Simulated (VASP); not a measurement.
Here is the system:

```
BN
1.0
    1.27011    -2.19990     0.00000
    1.27011     2.19990     0.00000
    0.00000     0.00000     4.20143
B N
2 2
Direct
  0.66667   0.33333   0.50021
  0.33333   0.66667   0.00021
  0.66667   0.33333   0.87479
  0.33333   0.66667   0.37479
```

Calculation: MS2 meta-GGA, VASP's PBE PAW potentials (set 64) (plane waves; VASP). Numerical set-up: 520 eV cut-off, 11×11×6 Γ-centred mesh, tetrahedra with Blöchl corrections, potentials B N.

The cores are frozen, which limits the accuracy of field gradients.

### Question
Give the principal components of the electric field gradient (V/Å²) and the asymmetry η at each nucleus.

### Answer

```tsv
atom	Vxx	Vyy	Vzz	η
B1	-0.4	-0.4	0.9	0.00
B2	-0.4	-0.4	0.9	0.00
N3	-2.6	-2.6	5.2	0.00
N4	-2.6	-2.6	5.2	0.00
```

The compound is BN in the wurtzite structure, a metastable high-pressure form. It was relaxed first.
